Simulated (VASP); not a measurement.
## Mo: the relaxed cell at several levels of theory

How much does the relaxed cell of Mo depend on the functional? The starting structure is a measured crystal structure from the Crystallography Open Database.

Method: Kohn-Sham DFT with plane waves and PAW; PBEsol, r2SCAN, PBE and LDA, in VASP 6.6.1.

### Step 1. Set-up

Symmetry: Im-3m, No. 229, cubic system. The conventional cell has a = 3.147 Å, b = 3.147 Å, c = 3.147 Å, α = 90.00°, β = 90.00°, γ = 90.00°. Nearest to Mo lie 8 Mo at 2.73 Å.

As a file:

```
Mo
1.0
    -1.57342    1.57342    1.57342
     1.57342   -1.57342    1.57342
     1.57342    1.57342   -1.57342
Mo
1
Direct
  0.00000 0.00000 0.00000
```

### Step 2. Relaxation with PBEsol

PBEsol restores the gradient expansion of exchange and is tuned for the cells of solids. This run starts from the cell of an earlier relaxation, which isn't shown; the restart sets up the plane waves anew.

Contents of INCAR:

```
SYSTEM = Mo
PREC = Accurate
ENCUT = 520
EDIFF = 1E-07
NELM = 100
ISMEAR = 1
SIGMA = 0.15
LREAL = .FALSE.
ALGO = Normal
GGA = PS
NBANDS = 13
LASPH = .TRUE.
LORBIT = 11
LWAVE = .FALSE.
LCHARG = .FALSE.
KPAR = 4
IBRION = 2
NSW = 50
ISIF = 3
EDIFFG = -0.005
```

Contents of POSCAR:

```
Mo
1.0
   -1.5656545001      1.5656545001      1.5656545001
    1.5656545001     -1.5656545001      1.5656545001
    1.5656545001      1.5656545001     -1.5656545001
Mo
1
Direct
    0.0000000000      0.0000000000      0.0000000000
```

Contents of KPOINTS:

```
Automatic mesh
0
Gamma
22 22 22
0 0 0
```

The projector-augmented-wave data sets are Mo_sv (PBE family, release 64).

Command:

```sh
$ mpirun -np 4 vasp_std
```

The log of the run:

```text
[banner, memory and clock lines left out]
running    4 mpi-ranks, on    1 nodes
 distrk:  each k-point on    1 cores,    4 groups
 distr:  one band on    1 cores,    1 groups

 POSCAR found type information on POSCAR Mo
 POSCAR found :  1 types and       1 ions
|                                                                             |
|               ----> ADVICE to this user running VASP <----                  |
|                                                                             |
|     You enforced a specific xc type in the INCAR file but a different       |
|     [... a line on the potential file left out ...]
|     I HOPE YOU KNOW WHAT YOU ARE DOING!                                     |
|                                                                             |

 LDA part: xc-table for (Slater+PW92), standard interpolation
 POSCAR, INCAR and KPOINTS ok, starting setup
 FFT: planning ... GRIDC
 FFT: planning ... GRID_SOFT
 FFT: planning ... GRID
 WAVECAR not read
 entering main loop
       N       E                     dE             d eps       ncg     rms          rms(c)
DAV:   1     0.905195098361E+02    0.90520E+02   -0.80703E+03  8618   0.111E+03
DAV:   2    -0.113764444915E+02   -0.10190E+03   -0.97995E+02  9848   0.311E+02
DAV:   3    -0.125265793946E+02   -0.11501E+01   -0.11470E+01  9513   0.328E+01
DAV:   4    -0.125291699798E+02   -0.25906E-02   -0.25905E-02  9468   0.188E+00
DAV:   5    -0.125291861253E+02   -0.16145E-04   -0.16147E-04  9728   0.133E-01    0.165E+01
DAV:   6    -0.118782255620E+02    0.65096E+00   -0.77229E-01  8768   0.108E+01    0.452E+00
DAV:   7    -0.117825680393E+02    0.95658E-01   -0.15491E-01  9433   0.458E+00    0.961E-01
DAV:   8    -0.117768677831E+02    0.57003E-02   -0.42035E-03  8773   0.831E-01    0.189E-01
DAV:   9    -0.117768303367E+02    0.37446E-04   -0.11125E-04 10108   0.129E-01    0.795E-02
DAV:  10    -0.117768370493E+02   -0.67126E-05   -0.10308E-05  8813   0.378E-02    0.557E-03
DAV:  11    -0.117768372780E+02   -0.22865E-06   -0.14417E-07  8533   0.405E-03    0.780E-04
DAV:  12    -0.117768371961E+02    0.81830E-07   -0.70309E-09  4464   0.997E-04
   1 F= -.11776837E+02 E0= -.11776668E+02  d E =-.117768E+02
 curvature:   0.00 expect dE= 0.000E+00 dE for cont linesearch  0.000E+00
 trial: gam= 0.00000 g(F)=  0.598E-62 g(S)=  0.908E-06 ort = 0.000E+00 (trialstep = 0.100E+01)
 search vector abs. value=  0.908E-06
 reached required accuracy - stopping structural energy minimisation
```

Wall time 41 s (4 MPI ranks of AMD EPYC 7R43, shared host); peak memory 0.55 GiB.

Lines that name or quote the potential files are left out of all logs, and their timing lines are given in words.

OUTCAR, selected parts (step 2):

```text
ion  position               nearest neighbor table
   1  0.000  0.000  0.000-

  LATTYP: Found a body centered cubic cell.
 ALAT       =     3.1313090002

 Subroutine GETGRP returns: Found 48 space group operations
 (whereof 48 operations were pure point group operations)

The static configuration has the point symmetry O_h .

 Found    328 irreducible k-points:

   k-points           NKPTS =    328   k-points in BZ     NKDIM =    328   number of bands    NBANDS=     13

   dimension x,y,z NGX =    20 NGY =   20 NGZ =   20
   dimension x,y,z NGXF=    40 NGYF=   40 NGZF=   40

   ENCUT  =  520.0 eV  38.22 Ry    6.18 a.u.   5.04  5.04  5.04*2*pi/ulx,y,z

   NELECT =      14.0000    total number of electrons

 k-points in reciprocal lattice and weights: Automatic mesh
   0.00000000  0.00000000  0.00000000       0.000
   0.04545455  0.00000000  0.00000000       0.001
   0.09090909  0.00000000  0.00000000       0.001
   0.13636364  0.00000000  0.00000000       0.001
   0.18181818  0.00000000  0.00000000       0.001
   0.22727273  0.00000000  0.00000000       0.001
   0.27272727  0.00000000  0.00000000       0.001
   0.31818182  0.00000000  0.00000000       0.001
   0.36363636  0.00000000  0.00000000       0.001
[...]
0.50000000  0.50000000  0.45454545       0.001
   0.50000000  0.50000000  0.50000000       0.000

 average (electrostatic) potential at core
       1 -68.7339

 E-fermi :  12.7330

 k-point     1 :       0.0000    0.0000    0.0000
  band No.  band energies     occupation
    ...
      4     -21.6798      2.00000
      5       5.4134      2.00000
      6      11.3579      2.00000
      7      11.3579      2.00000
      8      11.3579      2.00000
      9      14.4396     -0.00000
     10      14.4396     -0.00000
     11      27.5923      0.00000
     12      27.5923      0.00000
     13      27.5923      0.00000

 k-point     2 :       0.0455    0.0000    0.0000
  band No.  band energies     occupation
    ...
      4     -21.6801      2.00000
      5       5.5078      2.00000
      6      11.3038      2.00000
      7      11.3496      2.00000
      8      11.4463      2.00000
      9      14.3567     -0.00000
     10      14.4407     -0.00000
     11      27.6658      0.00000
     12      27.7513      0.00000
     13      27.7880      0.00000

 k-point     3 :       0.0909    0.0000    0.0000
  band No.  band energies     occupation
    ...
      4     -21.6808      2.00000
      5       5.7818      2.00000
      6      11.1497      2.00000
      7      11.3158      2.00000
      8      11.7093      2.00000
      9      14.1541     -0.00000
     10      14.4464     -0.00000
     11      27.8590      0.00000
     12      28.2189      0.00000
     13      28.3104      0.00000

  Total        0.0025048      0.0025048      0.0025048      0.0000000      0.0000000      0.0000000
  in kB        0.2614144      0.2614144      0.2614144      0.0000000      0.0000000      0.0000000
  external PRESSURE =       0.2614144 kB  Pullay stress =       0.0000000 kB

  energy-cutoff  :      520.00
  volume of cell :       15.35
      direct lattice vectors                 reciprocal lattice vectors
    -1.565654500  1.565654500  1.565654500     0.000000000  0.319355260  0.319355260
     1.565654500 -1.565654500  1.565654500     0.319355260  0.000000000  0.319355260
     1.565654500  1.565654500 -1.565654500     0.319355260  0.319355260  0.000000000

 POSITION                                       TOTAL-FORCE (eV/Angst)
 -----------------------------------------------------------------------------------
      0.00000      0.00000      0.00000        -0.000000     -0.000000      0.000000
 -----------------------------------------------------------------------------------
    total drift:                                0.000000     -0.000000     -0.000000

  FREE ENERGIE OF THE ION-ELECTRON SYSTEM (eV)
  ---------------------------------------------------
  free  energy   TOTEN  =       -11.7768371961 eV

  energy  without entropy=      -11.7763309272  energy(sigma->0) =      -11.77666844

 reached required accuracy - stopping structural energy minimisation

 total charge
# of ion       s       p       d       tot
------------------------------------------
    1        2.390   6.212   3.944  12.546

[... 3 further parts left out ...]
```

CONTCAR:

```
Mo
   1.00000000000000
    -1.5656545001000000    1.5656545001000000    1.5656545001000000
     1.5656545001000000   -1.5656545001000000    1.5656545001000000
     1.5656545001000000    1.5656545001000000   -1.5656545001000000
  Mo
     1
Direct
     0.0000000000000000    0.0000000000000000    0.0000000000000000
```

The PAW data sets were made with PBE, which is usual practice but a small mismatch for other functionals. The run keeps the 48 symmetry operations of its start, so it cannot find a distortion of lower symmetry.

With PBEsol the relaxed cell holds 15.351 Å³ an atom, -1.47 % against the measured cell, with a = 3.131 Å.

### Step 3. Relaxation with r2SCAN

r2SCAN adds the kinetic-energy density, costs more than a GGA and is run with LASPH. This run starts from the cell of an earlier relaxation, which isn't shown; the restart sets up the plane waves anew.

Changes to INCAR since step 2:

```diff
@@ -9,5 +9,5 @@
 ALGO = Normal
-GGA = PS
+METAGGA = R2SCAN
+LASPH = .TRUE.
 NBANDS = 13
-LASPH = .TRUE.
 LORBIT = 11
```

Contents of POSCAR:

```
Mo
1.0
   -1.5777192239      1.5777192239      1.5777192239
    1.5777192239     -1.5777192239      1.5777192239
    1.5777192239      1.5777192239     -1.5777192239
Mo
1
Direct
    0.0000000000      0.0000000000      0.0000000000
```

KPOINTS is that of step 2.

Command:

```sh
$ mpirun -np 4 vasp_std
```

The log of the run:

```text
[banner, memory and clock lines left out]
running    4 mpi-ranks, on    1 nodes
[...]
[... a notice as in an earlier step ...]

 LDA part: xc-table for (None), standard interpolation
 POSCAR, INCAR and KPOINTS ok, starting setup
[...]
entering main loop
       N       E                     dE             d eps       ncg     rms          rms(c)
DAV:   1     0.762213050667E+02    0.76221E+02   -0.82634E+03  8597   0.113E+03
DAV:   2    -0.311265382873E+02   -0.10735E+03   -0.10323E+03  9853   0.321E+02
DAV:   3    -0.324061006302E+02   -0.12796E+01   -0.12751E+01  9548   0.349E+01
DAV:   4    -0.324091191645E+02   -0.30185E-02   -0.30184E-02  9593   0.207E+00
[...]
DAV:  10    -0.260776182192E+02   -0.15245E-03   -0.23109E-04  9673   0.178E-01    0.591E-02
DAV:  11    -0.260775904655E+02    0.27754E-04   -0.33634E-05  8863   0.697E-02    0.630E-03
DAV:  12    -0.260775904709E+02   -0.54001E-08   -0.19789E-07  9500   0.500E-03
   1 F= -.26077590E+02 E0= -.26077489E+02  d E =-.260776E+02
[...]
reached required accuracy - stopping structural energy minimisation
```

Run time: 2.9 min. Hardware: 4 MPI ranks; peak memory 0.57 GiB.

OUTCAR, selected parts (step 3):

```text
  Total       -0.0019642     -0.0019642     -0.0019642      0.0000000      0.0000000      0.0000000
  in kB       -0.2003272     -0.2003272     -0.2003272      0.0000000      0.0000000      0.0000000
  external PRESSURE =      -0.2003272 kB  Pullay stress =       0.0000000 kB

  FREE ENERGIE OF THE ION-ELECTRON SYSTEM (eV)
  ---------------------------------------------------
  free  energy   TOTEN  =       -26.0775904709 eV

  energy  without entropy=      -26.0772871935  energy(sigma->0) =      -26.07748938

[... 3 parts as in an earlier step ...]

[... 2 further parts left out ...]
[key lines of the parts left out:]
E-fermi :  12.4523
```

With r2SCAN the relaxed cell holds 15.709 Å³ an atom, +0.82 % against the measured cell, with a = 3.155 Å. That is +2.33 % from PBEsol.

### Step 4. Relaxation with PBE

PBE, the usual starting point, adds the gradient of the density. This run starts from the cell of an earlier relaxation, which isn't shown; the restart sets up the plane waves anew.

Changes to INCAR since step 3:

```diff
@@ -9,5 +9,5 @@
 ALGO = Normal
-METAGGA = R2SCAN
+GGA = PE
+NBANDS = 13
 LASPH = .TRUE.
-NBANDS = 13
 LORBIT = 11
```

Contents of POSCAR:

```
Mo
1.0
   -1.5813597057      1.5813597057      1.5813597057
    1.5813597057     -1.5813597057      1.5813597057
    1.5813597057      1.5813597057     -1.5813597057
Mo
1
Direct
    0.0000000000      0.0000000000      0.0000000000
```

KPOINTS is that of step 3.

Command:

```sh
$ mpirun -np 4 vasp_std
```

The log of the run:

```text
[banner, memory and clock lines left out]
running    4 mpi-ranks, on    1 nodes
[...]
LDA part: xc-table for (Slater+PW92), standard interpolation
 POSCAR, INCAR and KPOINTS ok, starting setup
[...]
entering main loop
       N       E                     dE             d eps       ncg     rms          rms(c)
DAV:   1     0.929703586384E+02    0.92970E+02   -0.80384E+03  8623   0.110E+03
DAV:   2    -0.104410945864E+02   -0.10341E+03   -0.99662E+02  9833   0.312E+02
DAV:   3    -0.115990729587E+02   -0.11580E+01   -0.11547E+01  9643   0.329E+01
DAV:   4    -0.116017146757E+02   -0.26417E-02   -0.26417E-02  9478   0.192E+00
[...]
DAV:  11    -0.109340575061E+02   -0.22120E-06   -0.13924E-07  8077   0.399E-03    0.119E-03
DAV:  12    -0.109340572961E+02    0.20996E-06   -0.12329E-08  4519   0.138E-03    0.659E-05
DAV:  13    -0.109340573053E+02   -0.91236E-08   -0.92706E-10  4404   0.363E-04
   1 F= -.10934057E+02 E0= -.10933895E+02  d E =-.109341E+02
[...]
reached required accuracy - stopping structural energy minimisation
```

Run time: 53 s. Hardware: 4 MPI ranks; peak memory 0.54 GiB.

Parts of OUTCAR (step 4):

```text
  Total        0.0013729      0.0013729      0.0013729      0.0000000      0.0000000      0.0000000
  in kB        0.1390625      0.1390625      0.1390625      0.0000000      0.0000000      0.0000000
  external PRESSURE =       0.1390625 kB  Pullay stress =       0.0000000 kB

 POSITION                                       TOTAL-FORCE (eV/Angst)
 -----------------------------------------------------------------------------------
      0.00000      0.00000      0.00000         0.000000      0.000000     -0.000000
 -----------------------------------------------------------------------------------
    total drift:                                0.000000     -0.000000      0.000000

  FREE ENERGIE OF THE ION-ELECTRON SYSTEM (eV)
  ---------------------------------------------------
  free  energy   TOTEN  =       -10.9340573053 eV

  energy  without entropy=      -10.9335714297  energy(sigma->0) =      -10.93389535

[... 2 parts as in an earlier step ...]

[... 2 further parts left out ...]
[key lines of the parts left out:]
E-fermi :  12.3817
```

With PBE the relaxed cell holds 15.818 Å³ an atom, +1.52 % against the measured cell, with a = 3.163 Å. That is +3.04 % from PBEsol.

### Step 5. Relaxation with LDA

LDA, the lowest rung, knows the local density alone. This run starts from the cell of an earlier relaxation, which isn't shown; the restart sets up the plane waves anew.

Changes to INCAR since step 4:

```diff
@@ -9,3 +9,3 @@
 ALGO = Normal
-GGA = PE
+GGA = CA
 NBANDS = 13
```

Contents of POSCAR:

```
Mo
1.0
   -1.5576366919      1.5576366919      1.5576366919
    1.5576366919     -1.5576366919      1.5576366919
    1.5576366919      1.5576366919     -1.5576366919
Mo
1
Direct
    0.0000000000      0.0000000000      0.0000000000
```

KPOINTS is that of step 4.

Potentials, in the order of the species: Mo_sv (LDA family, release 64).

Command:

```sh
$ mpirun -np 4 vasp_std
```

The log of the run:

```text
[banner, memory and clock lines left out]
running    4 mpi-ranks, on    1 nodes
[...]
LDA part: xc-table for (Slater(with rela. corr.)+CA(PZ))
 , standard interpolation
 POSCAR, INCAR and KPOINTS ok, starting setup
[...]
entering main loop
       N       E                     dE             d eps       ncg     rms          rms(c)
DAV:   1     0.957425331267E+02    0.95743E+02   -0.79148E+03  8589   0.112E+03
DAV:   2    -0.116268205151E+02   -0.10737E+03   -0.10317E+03  9393   0.321E+02
DAV:   3    -0.128422246593E+02   -0.12154E+01   -0.12122E+01  9633   0.353E+01
DAV:   4    -0.128452039796E+02   -0.29793E-02   -0.29792E-02  9408   0.206E+00
[...]
DAV:   9    -0.121295370267E+02    0.85284E-04   -0.15159E-04 10407   0.153E-01    0.696E-02
DAV:  10    -0.121295479160E+02   -0.10889E-04   -0.75525E-06  8838   0.310E-02    0.192E-03
DAV:  11    -0.121295479444E+02   -0.28418E-07   -0.86840E-08  7063   0.347E-03
   1 F= -.12129548E+02 E0= -.12129394E+02  d E =-.121295E+02
[...]
reached required accuracy - stopping structural energy minimisation
```

Wall time 29 s (4 MPI ranks); peak memory 0.55 GiB; 1.8 min of CPU time.

From OUTCAR (step 5):

```text
  Total       -0.0024653     -0.0024653     -0.0024653     -0.0000000      0.0000000     -0.0000000
  in kB       -0.2612867     -0.2612867     -0.2612867     -0.0000000      0.0000000     -0.0000000
  external PRESSURE =      -0.2612867 kB  Pullay stress =       0.0000000 kB

 POSITION                                       TOTAL-FORCE (eV/Angst)
 -----------------------------------------------------------------------------------
      0.00000      0.00000      0.00000         0.000000      0.000000      0.000000
 -----------------------------------------------------------------------------------
    total drift:                                0.000000     -0.000000     -0.000000

  FREE ENERGIE OF THE ION-ELECTRON SYSTEM (eV)
  ---------------------------------------------------
  free  energy   TOTEN  =       -12.1295479444 eV

  energy  without entropy=      -12.1290864786  energy(sigma->0) =      -12.12939412

[... 2 parts as in an earlier step ...]

[... 2 further parts left out ...]
[key lines of the parts left out:]
E-fermi :  13.0031
```

With LDA the relaxed cell holds 15.117 Å³ an atom, -2.98 % against the measured cell, with a = 3.115 Å. That is -1.53 % from PBEsol.

### Step 6. Comparison

```
 level  volume (Å³/atom)  against the measured cell (%)   a (Å)  pressure left (GPa)  core minutes
PBEsol            15.351                          -1.47  3.1313                 0.03          8.08
r2SCAN            15.709                           0.82  3.1554                -0.02          39.2
   PBE            15.818                           1.52  3.1627                 0.01          14.2
   LDA            15.117                          -2.98  3.1153                -0.03          11.7
```

Core minutes are wall time times ranks, summed over the relaxations behind a row (those for a bulk modulus apart), on shared hosts.

### Step 7. Summary of results

```yaml
volume_pbesol: 15.35 Å³/atom
volume_r2scan: 15.71 Å³/atom
volume_pbe: 15.82 Å³/atom
volume_lda: 15.12 Å³/atom
```

Across 4 levels the volume of Mo spans 4.6 %, from 15.12 Å³ an atom (LDA) to 15.82 Å³ (PBE). Against the measured volume of the starting structure, r2SCAN comes nearest (+0.8 %) and LDA lies farthest (-3.0 %). The measured cell holds zero-point expansion and, unless it was taken cold, thermal expansion, which the runs lack, so small differences decide nothing. All runs keep the symmetry of the start, so they can't find a distortion of lower symmetry.

[Lines on the potential files, build, host, timing and source positions are cut from VASP's logs without a mark.]

[Logs are printed without paths, hosts, clocks, repeated set-up lines and the standing remarks that a program may print on its own settings, such as how far it seeks lower states.]

[Hosts, paths, dates, database ids (printed as entryN), source tags and the programs' standing remarks are cut or masked in the printed files.]
